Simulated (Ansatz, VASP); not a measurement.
**Ge (Germanium) in two plane-wave programs**

Wanted: the spread between two codes on one cell, functional and k mesh. The two relaxations start from unlike cells of this crystal (the structure described is Ansatz's start), so only their ends are compared.

Main program and level: Ansatz 0.2.0; plane waves, with VASP 6.6.1 beside it; relaxation of cell and atoms at BLYP.

## Step 1: The structure

The structure is cubic, space group Fd-3m (No. 227). Conventional cell: a = 5.658 Å, b = 5.658 Å, c = 5.658 Å, α = 90.00°, β = 90.00°, γ = 90.00°. Nearest to Ge lie 4 Ge at 2.45 Å.

As a file:

```cif
data_structure
_symmetry_space_group_name_H-M 'Fd-3m:1'
_symmetry_Int_Tables_number 227
_cell_length_a 5.6578
_cell_length_b 5.6578
_cell_length_c 5.6578
_cell_angle_alpha 90.000
_cell_angle_beta 90.000
_cell_angle_gamma 90.000
_cell_volume 181.11
loop_
_atom_site_label
_atom_site_type_symbol
_atom_site_symmetry_multiplicity
_atom_site_Wyckoff_symbol
_atom_site_fract_x
_atom_site_fract_y
_atom_site_fract_z
_atom_site_occupancy
Ge1 Ge 8 b 0.00000 0.00000 0.50000 1
```

## Step 2: VASP: relaxation of cell and atoms, BLYP

The relaxed volume is the usual yardstick between codes: in a stiff, nearly cubic crystal its relative difference is about their pressure difference at one cell divided by the bulk modulus.

Lines of VASP's logs that name or quote its potential files are left out, and so is its time.

INCAR reads:

```
SYSTEM = Ge
PREC = Accurate
ENCUT = 500
EDIFF = 1E-07
NELM = 120
ISMEAR = 1
SIGMA = 0.25
LREAL = .FALSE.
ALGO = Normal
GGA = B5
ALDAX = 1
AGGAX = 1
AGGAC = 1
ALDAC = 0
NBANDS = 20
LORBIT = 11
LWAVE = .FALSE.
LCHARG = .FALSE.
ISIF = 3
IBRION = 2
NSW = 80
EDIFFG = -0.005
LASPH = .TRUE.
GGA_COMPAT = .FALSE.
NELMIN = 4
```

POSCAR reads:

```
Ge
1.0
    0.0000000000      2.9398955376      2.9398955376
    2.9398955376      0.0000000000      2.9398955376
    2.9398955376      2.9398955376      0.0000000000
Ge
2
Direct
    0.0000000000      0.0000000000      0.0000000000
    0.2500000000      0.2500000000      0.2500000000
```

KPOINTS reads:

```
Automatic mesh
0
Gamma
20 20 20
0 0 0
```

PAW data sets: Ge_d (PBE family, release 64).

Started as:

```
$ mpirun -np 1 vasp_std
```

Numbers of over 12 decimals in the logs are rounded to 6 here.

What it wrote:

```text
[banner, memory and clock lines left out]
running    1 mpi-ranks, on    1 nodes
 distrk:  each k-point on    1 cores,    1 groups
 distr:  one band on    1 cores,    1 groups

 POSCAR found type information on POSCAR Ge
 POSCAR found :  1 types and       2 ions
|                                                                             |
|               ----> ADVICE to this user running VASP <----                  |
|                                                                             |
|     You enforced a specific xc type in the INCAR file but a different       |
|     [... a line on the potential file left out ...]
|     I HOPE YOU KNOW WHAT YOU ARE DOING!                                     |
|                                                                             |

 LDA part: xc-table for (Slater(with rela. corr.)+VWN5), standard interpolation
 POSCAR, INCAR and KPOINTS ok, starting setup
 FFT: planning ... GRIDC
 FFT: planning ... GRID_SOFT
 FFT: planning ... GRID
 WAVECAR not read
 entering main loop
       N       E                     dE             d eps       ncg     rms          rms(c)
DAV:   1     0.185645282660E+03    0.18565E+03   -0.14663E+04 10848   0.360E+03
DAV:   2     0.188905893795E+02   -0.16675E+03   -0.16256E+03 10252   0.594E+02
DAV:   3    -0.687204672369E+01   -0.25763E+02   -0.25600E+02 11472   0.147E+02
DAV:   4    -0.774876991185E+01   -0.87672E+00   -0.87604E+00 11524   0.316E+01
DAV:   5    -0.776492347900E+01   -0.16154E-01   -0.16153E-01 11500   0.471E+00    0.253E+00
DAV:   6    -0.771495185843E+01    0.49972E-01   -0.26375E-02 11428   0.163E+00    0.153E+00
DAV:   7    -0.768396371851E+01    0.30988E-01   -0.63378E-02 10888   0.222E+00    0.153E-01
DAV:   8    -0.768524562451E+01   -0.12819E-02   -0.55886E-03 11256   0.104E+00    0.534E-02
DAV:   9    -0.768534087976E+01   -0.95255E-04   -0.29680E-04 12584   0.288E-01    0.225E-02
DAV:  10    -0.768533809265E+01    0.27871E-05   -0.21480E-05 11412   0.417E-02    0.449E-03
DAV:  11    -0.768533908811E+01   -0.99546E-06   -0.15525E-06 11416   0.156E-02    0.669E-04
DAV:  12    -0.768533916792E+01   -0.79806E-07   -0.73052E-08  8392   0.312E-03
   1 F= -.76853392E+01 E0= -.76856902E+01  d E =-.768534E+01
 curvature:   0.00 expect dE= 0.000E+00 dE for cont linesearch  0.000E+00
 trial: gam= 0.00000 g(F)=  0.277E-46 g(S)=  0.169E-03 ort = 0.000E+00 (trialstep = 0.100E+01)
 search vector abs. value=  0.169E-03
 bond charge predicted
       N       E                     dE             d eps       ncg     rms          rms(c)
DAV:   1    -0.768925839682E+01   -0.39193E-02   -0.52592E-02 14088   0.430E+00    0.358E-01
DAV:   2    -0.768640270261E+01    0.28557E-02   -0.38572E-03 13436   0.116E+00    0.179E-01
DAV:   3    -0.768550765995E+01    0.89504E-03   -0.14919E-03 13780   0.634E-01    0.373E-02
DAV:   4    -0.768543998836E+01    0.67672E-04   -0.16044E-04 13200   0.237E-01    0.881E-03
DAV:   5    -0.768543991543E+01    0.72933E-07   -0.81833E-06 13352   0.489E-02    0.555E-03
DAV:   6    -0.768543962935E+01    0.28608E-06   -0.61641E-07 11404   0.143E-02    0.205E-04
DAV:   7    -0.768543959828E+01    0.31063E-07   -0.28266E-08  6364   0.271E-03
   2 F= -.76854396E+01 E0= -.76857919E+01  d E =-.100430E-03
 trial-energy change:   -0.000100  1 .order   -0.000094   -0.000169   -0.000019
 step:   1.0986(harm=  1.1265)  dis= 0.00000  next Energy=    -7.685441 (dE=-0.101E-03)
 reached required accuracy - stopping structural energy minimisation
```

From OUTCAR (step 2):

```text
ion  position               nearest neighbor table
   1  0.000  0.000  0.000-   2 2.55   2 2.55   2 2.55   2 2.55
   2  0.250  0.250  0.250-   1 2.55   1 2.55   1 2.55   1 2.55

  LATTYP: Found a face centered cubic cell.
 ALAT       =     5.8797910752

 Subroutine GETGRP returns: Found 48 space group operations
 (whereof 24 operations were pure point group operations)

The static configuration has the point symmetry T_d .
 The point group associated with its full space group is O_h .

 Found    256 irreducible k-points:

   k-points           NKPTS =    256   k-points in BZ     NKDIM =    256   number of bands    NBANDS=     20

   dimension x,y,z NGX =    30 NGY =   30 NGZ =   30
   dimension x,y,z NGXF=    60 NGYF=   60 NGZF=   60

   ENCUT  =  500.0 eV  36.75 Ry    6.06 a.u.   7.58  7.58  7.58*2*pi/ulx,y,z

   NELECT =      28.0000    total number of electrons

 k-points in reciprocal lattice and weights: Automatic mesh
   0.00000000  0.00000000  0.00000000       0.000
   0.05000000  0.00000000  0.00000000       0.001
   0.10000000  0.00000000  0.00000000       0.001
   0.15000000  0.00000000  0.00000000       0.001
   0.20000000  0.00000000  0.00000000       0.001
   0.25000000  0.00000000  0.00000000       0.001
   0.30000000  0.00000000  0.00000000       0.001
   0.35000000  0.00000000  0.00000000       0.001
   0.40000000  0.00000000  0.00000000       0.001
[...]
-0.30000000  0.50000000  0.20000000       0.002
  -0.25000000  0.50000000  0.25000000       0.001

 average (electrostatic) potential at core
       1 -74.9370       2 -74.9370

 E-fermi :   4.2730

 k-point     1 :       0.0000    0.0000    0.0000
  band No.  band energies     occupation
    ...
     11      -7.6268      2.00000
     12       3.0987      2.00000
     13       4.3142      0.72492
     14       4.3142      0.72492
     15       4.3142      0.72491
     16       6.8220     -0.00000
     17       6.8220     -0.00000
     18       6.8220     -0.00000
     19      10.7192      0.00000
     20      13.6503      0.00000

 k-point     2 :       0.0500    0.0000    0.0000
  band No.  band energies     occupation
    ...
     10     -20.1507      2.00000
     11      -7.5998      2.00000
     12       2.7276      2.00000
     13       4.2610      1.08078
     14       4.2610      1.08077
     15       4.5301     -0.05570
     16       6.8939     -0.00000
     17       6.8939     -0.00000
     18       6.9158     -0.00000
     19      10.8652      0.00000
    ...

 k-point     3 :       0.1000    0.0000    0.0000
  band No.  band energies     occupation
    ...
     10     -20.1465      2.00000
     11      -7.5192      2.00000
     12       2.0104      2.00000
     13       4.1217      1.84457
     14       4.1217      1.84457
     15       4.7666     -0.01736
     16       7.0841     -0.00000
     17       7.0841     -0.00000
     18       7.2378     -0.00000
     19      11.2631      0.00000
    ...

  Total        0.0054280      0.0054280      0.0054280     -0.0000000      0.0000000     -0.0000000
  in kB        0.1705322      0.1705322      0.1705322     -0.0000000      0.0000000     -0.0000000
  external PRESSURE =       0.1705322 kB  Pullay stress =       0.0000000 kB

  energy-cutoff  :      500.00
  volume of cell :       51.00
      direct lattice vectors                 reciprocal lattice vectors
    -0.000000000  2.943322607  2.943322607    -0.169876044  0.169876044  0.169876044
     2.943322607  0.000000000  2.943322607     0.169876044 -0.169876044  0.169876044
     2.943322607  2.943322607  0.000000000     0.169876044  0.169876044 -0.169876044

 POSITION                                       TOTAL-FORCE (eV/Angst)
 -----------------------------------------------------------------------------------
      2.94332      2.94332      5.88665         0.000000      0.000000      0.000000
      1.47166      1.47166      1.47166        -0.000000     -0.000000     -0.000000
 -----------------------------------------------------------------------------------
    total drift:                                0.000000     -0.000000      0.000000

  FREE ENERGIE OF THE ION-ELECTRON SYSTEM (eV)
  ---------------------------------------------------
  free  energy   TOTEN  =        -7.6854395983 eV

  energy  without entropy=       -7.6864963991  energy(sigma->0) =       -7.68579187

 reached required accuracy - stopping structural energy minimisation

 total charge
# of ion       s       p       d       tot
------------------------------------------
    1        1.152   1.154  10.008  12.314
    2        1.152   1.154  10.008  12.314
--------------------------------------------------
tot          2.305   2.307  20.017  24.629

[... 3 further parts left out ...]
```

CONTCAR:

```
Ge
   1.00000000000000
    -0.0000000000000000    2.9433226065843345    2.9433226065843345
     2.9433226065843345    0.0000000000000000    2.9433226065843345
     2.9433226065843345    2.9433226065843345    0.0000000000000000
  Ge
     2
Direct
     1.0000000000000000    1.0000000000000000    0.0000000000000000
     0.2500000000000000    0.2500000000000000    0.2500000000000000
```

## Step 3: Ansatz: relaxation of cell and atoms, BLYP

Ansatz runs on its default PAW (the set named soft_2) files.

Its own start cell and the same functional (in two slightly different forms), mesh and smearing now go to Ansatz, which takes its cutoff from its data sets.

input.yaml reads:

```yaml
crystal:
  lattice:
    - [0.0, 2.82891, 2.82891]
    - [2.82891, 0.0, 2.82891]
    - [2.82891, 2.82891, 0.0]
  atoms:
    - { symbol: Ge, position: [0.0, 0.0, 0.0] }
    - { symbol: Ge, position: [0.25, 0.25, 0.25] }
kpoints:
  mp_grid: { grid: [20, 20, 20] }
hamiltonian:
  xc: blyp
scf:
  occupations: { method: methfessel_paxton, width: 0.25 }
output:
  forces: true
  stress: true
  eigenvalues: true
relax:
  adjacent_minimum: "off"
  f_tol: 0.005
  max_steps: 60
  cell: { stress_tol: 0.03 }
```

Started as:

```
$ ansatz run input.yaml --threads 4 --pin off --max-ram 16384MiB --backend cpu --events-out ev --progress --plain --runs-dir out
```

What it wrote:

```text
Engine: ansatz 0.2.0, aarch64-unknown-linux-gnu
Pseudopotentials: kind: paw
Pseudopotential: Ge, paw, valence charge 14, recommended cutoff 420 eV (normal), Ge.paw.azcp
Functional definition: BLYP
  parameter beta = 0.0042
  parameter a = 0.04918
  parameter b = 0.132
  parameter c = 0.2533
  parameter d = 0.349
  exchange = b88_x(beta = beta)
  correlation = lyp_c(a = a, b = b, c = c, d = d)
Crystal: 2 atoms, lattice volume = 45.278 Å³
Basis set: ecut = 420 eV, 893 PW (Γ), exchange–correlation on 54×54×54 points (8 copies of the dense FFT grid, shifted against one another)
Bands: 18, of which v1, the nominal top of the filled ones, is band 14 counted from 1 (13 counted from 0)
Symmetry: 48 space group operations
Space group: Fd-3m (ITA 227), of the structure as read, at distance tolerance 3.6e-5 Å
k-points: 256 of 8000
Non-local potential: Ge, projectors of the file, l = 0: 2, l = 1: 2, l = 2: 3, l = 3: 1
PAW form: soft (Blöchl's): semilocal exchange-correlation on the pseudo side does not see the compensation charge
PAW frozen core: Ge, regenerated for the run's functional, and the local potential with it (the file was generated under x = pbe(κ = 0.804, μ = 0.219515), c = pbe(β = 0.066725))
PAW one-centre angular grid: Ge, 590 points (default); XC on 64 Gauss nodes
Initial density: superposition of atomic densities (neutral atoms: chi_scale 0, normalization atom), corrected by the library's trained network
Initial wavefunctions: pseudopotential atomic-orbital guess
Functional: x = b88, c = lyp
SCF iter   1: F=—  HF=-8610.337680 eV  |F-HF|=—  |Δ(HF+E_count)|=         —  Δρ=5.79e-3  dr2=1.33e-2  ethr=1.77e-3  ⟨swp⟩=5.0  Hψ=19363  notcnv=0
preconditioner: auto → none  [insulator: Δε(μ)=0.178 eV  Ē_g=23.622 eV  σ=0.250 eV  W_gap=0.55  n_scr=14 (ndim 8)  ℏωp=29.2 eV  f_vac=0.080  D(μ)=0.02/eV (n_scr^D=0)  ε∞_Penn≈2.5]
SCF iter   2: F=—  HF=-8610.332745 eV  |F-HF|=—  |Δ(HF+E_count)|=   4.93e-3  S|Δr|=    0.00e0  Δρ=2.87e-3  dr2=1.76e-3  ethr=4.74e-5  ⟨swp⟩=2.0  Hψ=7734  notcnv=0
SCF iter   3: F=—  HF=-8610.332273 eV  |F-HF|=—  |Δ(HF+E_count)|=   4.73e-4  S|Δr|=    0.00e0  Δρ=5.43e-4  dr2=1.05e-4  ethr=6.30e-6  ⟨swp⟩=2.0  Hψ=8095  notcnv=0
SCF iter   4: F=—  HF=-8610.332133 eV  |F-HF|=—  |Δ(HF+E_count)|=   1.39e-4  S|Δr|=    0.00e0  Δρ=2.06e-4  dr2=1.14e-5  ethr=3.75e-7  ⟨swp⟩=2.0  Hψ=8195  notcnv=0
SCF iter   5: F=—  HF=-8610.332147 eV  |F-HF|=—  |Δ(HF+E_count)|=   1.41e-5  S|Δr|=    0.00e0  Δρ=8.85e-5  dr2=1.44e-6  ethr=4.07e-8  ⟨swp⟩=2.0  Hψ=8193  notcnv=0
SCF iter   6: F=—  HF=-8610.332146 eV  |F-HF|=—  |Δ(HF+E_count)|=   1.56e-6  S|Δr|=    0.00e0  Δρ=3.05e-5  dr2=1.79e-7  ethr=5.13e-9  ⟨swp⟩=2.0  Hψ=7168  notcnv=0
SCF iter   7: F=-8610.332146 eV  HF=-8610.332146 eV  |F-HF|=1.78e-9  |Δ(HF+E_count)|=   1.73e-7  S|Δr|=    0.00e0  Δρ=2.55e-6  dr2=9.92e-10  ethr=3.57e-10  ⟨swp⟩=4.4  Hψ=17850  notcnv=0
SCF 1 converged in 7 iterations: F = -8610.332146 eV  dr2 = 9.92e-10
  greatest PAW one-centre occupation: 0.998 electrons in one spin orbital (limit 2), on the Ge atom at site 1 (counted from 0), in its partial waves of l = 2
relax step   1: F+E_penalty+E_count = -8610.33214555 eV  Δ(F+E_penalty+E_count) = +0.000e0 eV  max|allowed force component| = 1.850e-17 eV/Å  Δτ_max = 0.0000 Å  P = +7.297 GPa  Ω = 45.278 Å³  (7 SCF iters, dr2 threshold 1.00e-7 eV, accepted)
[...]
relax step   5: F+E_penalty+E_count = -8610.44610221 eV  Δ(F+E_penalty+E_count) = -1.322e-3 eV  max|allowed force component| = 3.903e-17 eV/Å  Δτ_max = 0.0000 Å  P = +0.045 GPa  Ω = 50.845 Å³  stress off target by 4.49e-2 GPa  SCF on the basis re-selected at this cell (its energy is not comparable with the rows above)  (10 SCF iters)
[...]
relax step   6: F+E_penalty+E_count = -8610.44610119 eV  Δ(F+E_penalty+E_count) = +1.020e-6 eV  max|allowed force component| = 3.903e-17 eV/Å  Δτ_max = 0.0000 Å  P = +0.002 GPa  Ω = 50.892 Å³  energy of the carried Pulay correction = -7.848e-6 eV  (4 SCF iters, dr2 threshold 5.04e-9 eV, accepted)
[...]
relax step   7: F+E_penalty+E_count = -8610.44610839 eV  Δ(F+E_penalty+E_count) = -7.203e-6 eV  max|allowed force component| = 2.313e-17 eV/Å  Δτ_max = 0.0000 Å  P = +0.001 GPa  Ω = 50.892 Å³  stress off target by 1.48e-3 GPa  SCF on the basis re-selected at this cell (its energy is not comparable with the rows above)  (4 SCF iters)
basis re-selected at this cell: Δ(F+E_penalty+E_count) = -7.203e-6 eV, ΔP = -0.000 GPa vs the last step (what re-selecting the basis moved, of the pressure what is left beyond the Pulay correction that the steps carried, after the strain that the cell walked since its last selection, with what the two solves' SCF thresholds leave and, on support functions, any second-order correction that the steps lacked; it is no m [...]
SCF converged after 4 iterations
Stability not checked: this state was not tested for a lower state beside it, because cold or Methfessel-Paxton smearing, or corrected tetrahedra, fill the levels in a way that the test cannot read (fill_not_monotonic; see scf.lower_state_search)
Free energy (F): -8610.446108 eV
Harris-Foulkes:  -8610.446108 eV  (|F-HF|=1.82e-12)
Internal energy: -8610.447161 eV  (E = F + TS)
E sigma→0 (E₀):  -8610.446372 eV
Entropy (-TS):   0.001053 eV (0.526 meV/atom)
Fermi energy:    7.468470 eV
--- Per-component energies (eV) ---
  E_band       = -324.634680
  E_kinetic    = 221.774126
  E_local      = -5103.315275  (includes V_loc(G=0)·N_el)
  E_nonlocal   = 826.660065
  E_hartree    = 2238.328595
  E_xc         = -148.178300
  E_vxc        = -124.508755  (∫ρ·V_xc dr)
  E_paw        = -4061.491824  (= ΣΔE_a)
  E_vpaw       = -621.902836  (= ΣTr[D̂ρ^β])
  E_aug_tail   = 0.000660  (compensation charges beyond the density's cutoff)
  E_ewald      = -2584.446544
  E_core_change = 0.221336  (= ΣΔE_core)
  E_smearing   = 0.001053  (= −TS)
  E_closure    = 0.000000  (closes the sum)
  Σ components = -8610.446108   (vs F -8610.446108, Δ=0.00e0)
--- Forces (eV/Å), atoms counted from 1 ---
  atom   1  Ge     0.00000000     0.00000000    -0.00000000
  atom   2  Ge     0.00000000    -0.00000000     0.00000000
  max |Σ_I F_I| component: 6.48e-17 eV/Å
--- Stress (GPa, compression-positive) ---
        0.001476       0.000000      -0.000000
       -0.000000       0.001476       0.000000
       -0.000000       0.000000       0.001476
  P = ⅓ Tr σ = 0.0015 GPa (0.015 kbar)
--- Band table (eV; the first three rows and the last of 256) ---
  k-point 0: bands = [... 10 lower, -4.4536, 6.2835, 7.5115, 7.5115, 7.5115, 10.0235, 10.0235, 10.0235]
  k-point 1: bands = [... 10 lower, -4.4265, 5.9138, 7.4583, 7.4583, 7.7262, 10.0954, 10.0954, 10.1167]
  k-point 2: bands = [... 10 lower, -4.3458, 5.1970, 7.3190, 7.3190, 7.9621, 10.2857, 10.2857, 10.4374]
  k-point 255: bands = [... 10 lower, -0.9757, -0.9757, 4.2016, 4.2016, 11.3295, 11.3295, 12.2734, 12.2734]
--- Relaxed structure (5 steps of the walk, 5 accepted, 2 SCFs on fresh bases) ---
  F+E_penalty+E_count = -8610.44610839 eV   max|allowed force component| = 2.313e-17 eV/Å   (the final SCF, on the basis selected at the relaxed cell)
  cell:  # Å, volume = 50.8924 Å³
    - [0, 2.941311, 2.941311]
    - [2.941311, 0, 2.941311]
    - [2.941311, 2.941311, 0]
  atoms:
    - { symbol: Ge, position: [0, 0, 0] }
    - { symbol: Ge, position: [0.25, 0.25, 0.25] }
```

The column dr2 measures how far the density is from self-consistency, as an energy; F and HF (Harris–Foulkes) agree once it is small.

## Step 4: Comparison

Known differences besides the potentials themselves: the cutoff is 420 eV in Ansatz and 500 eV in VASP; Ansatz makes its cores anew for this functional, VASP keeps those of its PBE data sets; VASP's log shows a relativistic correction to its local exchange, Ansatz's none; Ansatz adds a Pulay correction to the stress that steers its cell, VASP none. Total energies have different zeros and are not compared.

The two programs side by side:

```csv
quantity,Ansatz,VASP,difference
volume (Å³),50.89,51.00,-0.20 %
"edge a after relaxation, in the typed setting (Å)",4.160,4.162,-0.07 %
```

## Step 5: Summary of results

```json
{"difference in volume (relaxation of cell and atoms, BLYP)": "-0.20 %"}
```

**Reading.** The difference in volume is -0.20 % (relaxation of cell and atoms, BLYP), within the 1.2 % picked in this series as the mark of a large difference, as far as the stopping tolerances let one tell. Such differences can come from data sets, numerical settings and the points named under the comparisons, not from the functional's error against experiment.

[Lines on the potential files, build, host, timing and source positions are cut from VASP's logs without a mark.]

[Logs are printed without paths, hosts, clocks, repeated set-up lines and the standing remarks that a program may print on its own settings, such as how far it seeks lower states.]

[Hosts, paths, dates, database ids (printed as entryN), source tags and the programs' standing remarks are cut or masked in the printed files.]
